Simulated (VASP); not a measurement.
Consider the following.

```
AlNi
1.0
    2.82003     0.00000     0.00000
    0.00000     2.82003     0.00000
    0.00000     0.00000     2.82003
Al Ni
1 1
Direct
  0.50000   0.50000   0.50000
  0.00000   0.00000   0.00000
```

Level of theory: optB86b-vdW, VASP's PBE PAW potentials (set 64) (plane waves; VASP). Numerical set-up: 520 eV cut-off, 13×13×13 Γ-centred mesh, first-order Methfessel-Paxton smearing of 0.10 eV, potentials Al Ni.

Task: Predict the energy per atom (σ→0), pressure, band gap (on the k-mesh) with the smallest direct gap where there is one.

Result: 
band gap (on the k-mesh): none (metal, semimetal or under 0.01 eV)
energy per atom (σ→0): -3.344 eV/atom
pressure: 112.4 kbar

Total energies compare only between runs with the same potentials, cut-off and functional.

The compound is NiAl in the CsCl type structure. This cell is one point of a volume scan, at 0.94 of the reference volume. The run is not spin-polarised, so no magnetic state was tried. The electron count is odd and the run is not spin-polarised, which forces a metal.
